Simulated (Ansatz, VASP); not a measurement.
# Cross-check of P2Ir between VASP and Ansatz, part 2 of 2

One calculation is typed for both programs; each brings its own data sets. How far apart do they land? The cell is taken from a series of runs on this material, whose earlier steps may have relaxed, scaled, displaced or heated it; both programs get it as it stands.

VASP 6.6.1 and Ansatz 0.2.0.

So far: The starting structure; VASP: dielectric response, LDA.

## Step 3: Ansatz: dielectric response, LDA

Level of this step: Ansatz beside VASP: Kohn-Sham DFT, plane waves, LDA (Ansatz).

Ansatz runs on its default PAW (the set named soft_2) files.

The same cell, functional (in two slightly different forms) and mesh now go to Ansatz, which takes its cutoff from its data sets.

File input.yaml:

```yaml
crystal:
  lattice:
    - [5.7723350975, 0.0, 0.0]
    - [0.0, 5.80673151, 0.0]
    - [-2.1284997265, 0.0, 5.4731408836]
  atoms:
    - { symbol: P, position: [0.1580067, 0.88188186, 0.87028772] }
    - { symbol: P, position: [0.8419933, 0.38188186, 0.62971228] }
    - { symbol: P, position: [0.8419933, 0.11811814, 0.12971228] }
    - { symbol: P, position: [0.1580067, 0.61811814, 0.37028772] }
    - { symbol: P, position: [0.33432299, 0.37720527, 0.18854639] }
    - { symbol: P, position: [0.66567701, 0.87720527, 0.31145361] }
    - { symbol: P, position: [0.66567701, 0.62279473, 0.81145361] }
    - { symbol: P, position: [0.33432299, 0.12279473, 0.68854639] }
    - { symbol: Ir, position: [0.27186641, 0.49883041, 0.79157869] }
    - { symbol: Ir, position: [0.72813359, 0.99883041, 0.70842131] }
    - { symbol: Ir, position: [0.72813359, 0.50116959, 0.20842131] }
    - { symbol: Ir, position: [0.27186641, 0.00116959, 0.29157869] }
kpoints:
  mp_grid: { grid: [4, 4, 4] }
hamiltonian:
  xc: lda
scf:
  occupations: { method: fixed }
dielectric: {}
```

Launch:

```
$ ansatz run input.yaml --threads 24 --pin off --max-ram 82944MiB --backend cuda --events-out ev --progress --plain --runs-dir out --devices 1 --max-vram 78GiB
```

Numbers of over 12 decimals in the logs are rounded to 6 here.

The program printed:

```text
GPUs: using 1 of 1 available (devices: 1).
Engine: ansatz 0.2.0, aarch64-unknown-linux-gnu
Pseudopotentials: kind: paw
Pseudopotential: P, paw, valence charge 5, recommended cutoff 420 eV (normal), P.paw.azcp
Pseudopotential: Ir, paw, valence charge 17, recommended cutoff 420 eV (normal), Ir.paw.azcp
Functional definition: SPW92
  exchange = slater_x
  correlation = pw_c
concurrent solve slots: 18 of 24 are kept, ahead of what memory takes: no pass of the eigensolver takes more rounds on 18
[...]
Crystal: 12 atoms, lattice volume = 183.451 Å³
Basis set: ecut = 420 eV, 3599 PW (Γ), exchange–correlation on 80×80×80 points (8 copies of the dense FFT grid, shifted against one another)
Bands: 66, of which v1, the nominal top of the filled ones, is band 54 counted from 1 (53 counted from 0)
Symmetry: 4 space group operations
k-points: 36 of 64 (irreducible under 1 space group operation, time reversal used)
Non-local potential: P, projectors of the file, l = 0: 2, l = 1: 2, l = 2: 2
Non-local potential: Ir, projectors of the file, l = 0: 3, l = 1: 2, l = 2: 2, l = 3: 1
PAW form: soft (Blöchl's): semilocal exchange-correlation on the pseudo side does not see the compensation charge
PAW frozen core: P, regenerated for the run's functional, and the local potential with it (the file was generated under x = pbe(κ = 0.804, μ = 0.219515), c = pbe(β = 0.066725))
PAW frozen core: Ir, regenerated for the run's functional, and the local potential with it (the file was generated under x = pbe(κ = 0.804, μ = 0.219515), c = pbe(β = 0.066725))
PAW one-centre angular grid: P, 110 points (default); XC on 64 Gauss nodes
PAW one-centre angular grid: Ir, 590 points (default); XC on 64 Gauss nodes
Initial density: superposition of atomic densities (neutral atoms: chi_scale 0, normalization atom), corrected by the library's trained network
Initial wavefunctions: pseudopotential atomic-orbital guess
[...]
Functional: x = slater, c = lda
SCF iter   1: F=—  HF=-52471.018940 eV  |F-HF|=—  |Δ(HF+E_count)|=         —  Δρ=6.85e-3  dr2=5.32e-2  ethr=1.77e-3  ⟨swp⟩=4.9  Hψ=8354  notcnv=0  defer=347
preconditioner: auto → Resta (q_TF=auto, 2.498 Å⁻¹)  ε∞=9.2  [insulator: Δε(μ)=0.625 eV  Ē_g=8.342 eV  n_scr=52 (ndim 8)  ℏωp=23.9 eV  f_vac=0.000  ε∞_Penn≈9.2]
SCF iter   2: F=—  HF=-52471.008332 eV  |F-HF|=—  |Δ(HF+E_count)|=   1.06e-2  Δρ=3.77e-3  dr2=1.35e-2  ethr=4.93e-5  ⟨swp⟩=2.1  Hψ=3431  notcnv=0  defer=360
[...]
SCF iter   9: F=-52471.004921 eV  HF=-52471.004921 eV  |F-HF|=1.46e-11  |Δ(HF+E_count)|=  1.02e-10  Δρ=1.61e-7  dr2=3.25e-11  ethr=1.00e-12  ⟨swp⟩=12.7  Hψ=10924  notcnv=0
SCF 1 converged in 9 iterations: F = -52471.004921 eV  dr2 = 3.25e-11
  greatest PAW one-centre occupation: 1.000 electrons in one spin orbital (limit 2), on the Ir atom at site 11 (counted from 0), in its partial waves of l = 0
the response reads at least the filled bands of the reference SCF and the lowest empty band at each k-point, and that SCF's band table does not vouch for those bands. The notice of the band table in this run's record says why
[...]
NSCF: frozen V_eff on 1 k-points
[...]
NSCF: frozen V_eff on 1 k-points
[...]
DFPT response loops at Γ: preconditioner auto → Resta (q_TF=auto, 2.498 Å⁻¹)  ε∞=9.9 (no band partly filled); β = 1.00, the filter's whole step (`scf.mixing.beta` (0.50) is not read by the response loops at its default; to damp them type it under 1.00, their step now; it binds the ground state too); Broyden in place of MSR1
── the response to a field inside a basis, on 6×6×6 k-points: an SCF that follows is theirs, and a resumed run solves both again ──
[...]
Bands: 55, of which v1, the nominal top of the filled ones, is band 54 counted from 1 (53 counted from 0)
k-points: 54 of 216
[...]
Eigensolver: Dense (54 Hₖ)
SCF iter   1: F=—  HF=-52470.780318 eV  |F-HF|=—  |Δ(HF+E_count)|=         —  Δρ=4.04e-4  dr2=1.09e-4  ethr=1.00e-1
preconditioner: auto → Resta (q_TF=auto, 2.498 Å⁻¹)  ε∞=14.9  [insulator: Δε(μ)=0.751 eV  Ē_g=6.411 eV  n_scr=52 (ndim 8)  ℏωp=23.9 eV  f_vac=0.000  ε∞_Penn≈14.9]
SCF iter   2: F=—  HF=-52470.780318 eV  |F-HF|=—  |Δ(HF+E_count)|=   5.49e-7  Δρ=2.29e-4  dr2=3.62e-5  ethr=1.01e-7
SCF iter   3: F=—  HF=-52470.780320 eV  |F-HF|=—  |Δ(HF+E_count)|=   2.39e-6  Δρ=4.70e-5  dr2=6.63e-6  ethr=3.35e-8
SCF iter   4: F=—  HF=-52470.780319 eV  |F-HF|=—  |Δ(HF+E_count)|=   1.07e-6  Δρ=1.22e-5  dr2=2.40e-7  ethr=6.14e-9
SCF iter   5: F=-52470.780319 eV  HF=-52470.780319 eV  |F-HF|=2.10e-9  |Δ(HF+E_count)|=   2.89e-8  Δρ=1.75e-6  dr2=6.35e-9  ethr=2.22e-10
SCF 1 converged in 5 iterations: F = -52470.780319 eV  dr2 = 6.35e-9
[...]
DFPT response loops at Γ: preconditioner auto → Resta (q_TF=auto, 2.498 Å⁻¹)  ε∞=8.9 (no band partly filled); β = 1.00, the filter's whole step (`scf.mixing.beta` (0.50) is not read by the response loops at its default; to damp them type it under 1.00, their step now; it binds the ground state too); Broyden in place of MSR1
SCF converged after 9 iterations
Free energy (F): -52471.004921 eV
Harris-Foulkes:  -52471.004921 eV  (|F-HF|=1.46e-11)
Internal energy: -52471.004921 eV  (E = F + TS)
E sigma→0 (E₀):  -52471.004921 eV
Fermi energy:    13.767889 eV
--- Per-component energies (eV) ---
  E_band       = -822.401915
  E_kinetic    = 3074.110540
  E_local      = -8179.804650  (includes V_loc(G=0)·N_el)
  E_nonlocal   = 591.716659
  E_hartree    = 3205.446665
  E_xc         = -1565.589818
  E_vxc        = -1700.398032  (∫ρ·V_xc dr)
  E_paw        = -40132.717018  (= ΣΔE_a)
  E_vpaw       = -1018.919857  (= ΣTr[D̂ρ^β])
  E_aug_tail   = 0.000227  (compensation charges beyond the density's cutoff)
  E_ewald      = -9466.752748
  E_core_change = 2.585221  (= ΣΔE_core)
  E_smearing   = -0.000000  (= −TS)
  E_closure    = -0.000000  (closes the sum)
  Σ components = -52471.004921   (vs F -52471.004921, Δ=0.00e0)
--- Band table (eV; the first three rows and the last of 36) ---
  k-point 0: bands = [... 50 lower, 11.7532, 12.1566, 12.3436, 12.4760, 14.3842, 15.1850, 16.1156, 16.5010, ... 4 higher]
  k-point 1: bands = [... 50 lower, 11.9313, 12.0071, 12.5784, 12.9211, 14.6599, 15.1509, 16.1093, 16.2192, ... 4 higher]
  k-point 2: bands = [... 50 lower, 11.9370, 11.9370, 13.3082, 13.3082, 15.1219, 15.1219, 15.8258, 15.8258, ... 4 higher]
  k-point 35: bands = [... 50 lower, 12.9944, 12.9944, 13.7679, 13.7679, 15.3879, 15.3879, 16.1484, 16.1484, ... 3 higher]
--- Dielectric response (ions clamped): 3 representative field directions + reference, inside a basis on a mesh of 216 k-points (Σ response iterations 15) ---
  ε∞ (high-frequency dielectric tensor):
       16.215732    -0.000000     0.611987
       -0.000000    17.186967    -0.000000
        0.611987    -0.000000    16.892627
  Born effective charges Z* (e; rows j = field, columns β = displacement):
    site 0:
         2.14520    0.17836    0.56042
         0.17602    2.14215   -0.29170
        -0.11224   -0.15736    2.70839
    site 1:
         2.14520   -0.17836    0.56042
        -0.17602    2.14215    0.29170
        -0.11224    0.15736    2.70839
    site 2:
         2.14520    0.17836    0.56042
         0.17602    2.14215   -0.29170
        -0.11224   -0.15736    2.70839
    site 3:
         2.14520   -0.17836    0.56042
        -0.17602    2.14215    0.29170
        -0.11224    0.15736    2.70839
    site 4:
         2.93578   -0.20469   -0.25916
         0.05247    2.49783   -0.06224
         0.02993   -0.16850    2.50165
    site 5:
         2.93578    0.20469   -0.25916
        -0.05247    2.49783    0.06224
         0.02993    0.16850    2.50165
    site 6:
         2.93578   -0.20469   -0.25916
         0.05247    2.49783   -0.06224
         0.02993   -0.16850    2.50165
    site 7:
[...]
site 8:
[...]
site 9:
[...]
0.76057   -4.63997   -0.48753
         0.08231    0.01511   -5.21004
    site 10:
        -5.08098   -0.17819   -0.30126
        -0.76057   -4.63997    0.48753
         0.08231   -0.01511   -5.21004
    site 11:
        -5.08098    0.17819   -0.30126
         0.76057   -4.63997   -0.48753
         0.08231    0.01511   -5.21004
  Z* charge neutrality: 1.973e-2 e pre-enforcement
  solved inside a basis spanned on kpoints, on 6×6×6 k-points, its susceptibility summed on 10×8×10: ε∞ is read to err by 8.0e-2, Z* by 4.8e-2 e (field_mesh: kpoints solves on kpoints); Z* is corrected for what the basis lacks
```

The column dr2 measures how far the density is from self-consistency, as an energy; F and HF (Harris–Foulkes) agree once it is small.

## Step 4: Side by side

Known differences besides the potentials themselves: fixed occupations in Ansatz, narrow Gaussian smearing in VASP; VASP's response is taken on the typed mesh, Ansatz refines its own for the field response alone; the data sets hold 108 valence electrons in Ansatz (on its default PAW (the set named soft_2) files) and 76 in VASP; the cutoff is 420 eV in Ansatz and 400 eV in VASP; VASP's log shows a relativistic correction to its local exchange, Ansatz's none. Total energies have different zeros and are not compared.

The two programs side by side:

```csv
quantity,Ansatz,VASP,difference
ε∞ xx,16.22,16.26,-0.26 %
ε∞ yy,17.19,16.98,+1.22 %
ε∞ zz,16.89,16.92,-0.17 %
Born charge of P1 (mean of the diagonal) (e),2.33,2.33,0.00
Born charge of Ir9 (mean of the diagonal) (e),-4.98,-4.97,-0.01
```

## Step 5: What came out

```yaml
difference_in_eps_infinity_yy_dielectric_response_lda: 1.2 %
```

What this shows: The difference in ε∞ yy is 1.2 % (dielectric response, LDA), within the 5 % picked in this series as the mark of a large difference. The data sets hold unlike numbers of valence electrons (108 in Ansatz and 76 in VASP), so part of the differences comes from the potentials. How closely two codes agree says nothing of how well the functional describes the real material.

[Lines on the potential files, build, host, timing and source positions are cut from VASP's logs without a mark.]

[Logs are printed without paths, hosts, clocks, repeated set-up lines and the standing remarks that a program may print on its own settings, such as how far it seeks lower states.]

[Hosts, paths, dates, database ids (printed as entryN), source tags and the programs' standing remarks are cut or masked in the printed files.]
